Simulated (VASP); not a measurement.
A VASP calculation is set up with these files.

File POSCAR:
```
IrW
4.4490610
  0.6228950775   0.0000000000   0.0000000000
 -0.3114475388   0.5394430552   0.0000000000
  0.0000000000   0.0000000000   1.0000000145
Ir W
1 1
Cartesian
  0.0000000000   0.0000000000   0.5000000072
  0.3114478502   0.1798141719   0.0000000000
```

### KPOINTS
```
kpoints
0
gamma
  17 17 9
0 0 0
```

**INCAR**
```
ALGO=Normal
EDIFF=1E-7
ENCUT=400
GGA=PS
ISIF=2
ISMEAR=-5
LASPH=.True.
LCHARG=.True.
LMAXMIX=6
LORBIT=11
LREAL=.False.
LWAVE=.False.
NEDOS=601
NELM=100
PREC=Accurate
SYSTEM=IrW
```

POTCAR, in this order: Ir W_sv (PBE.64 set). Program: vasp_std.

### Question
Translate this PBEsol calculation to Ansatz.

### Answer
One equivalent input (not run):
Ansatz 0.2 input:
```yaml
crystal:
  lattice:
    - [2.7712982, 0.0000000, 0.0000000]
    - [-1.3856491, 2.4000151, 0.0000000]
    - [0.0000000, 0.0000000, 4.4490611]
  atoms:
    - { symbol: Ir, position: [0.0000000, 0.0000000, 0.5000000] }
    - { symbol: W, position: [0.6666670, 0.3333330, 0.0000000] }
kpoints:
  mp_grid: { grid: [17, 17, 9] }
hamiltonian:
  xc: pbesol
  pseudopotentials: { kind: paw }
scf:
  occupations: { method: tetrahedron }
  max_iter: 100
output: { forces: true, stress: true, eigenvalues: true }
```
Limits of the translation: each code has its own PAW files, so the cut-off isn't converted (ENCUT is set for VASP's; basis.ecutwfc is left out, and Ansatz then takes the one that its files recommend); Ansatz stops its SCF on the density residual and VASP on the energy change (EDIFF).

The structure comes from a computed database's IrW entry (P-6m2); how it stands against other phases isn't given here. It was relaxed first.
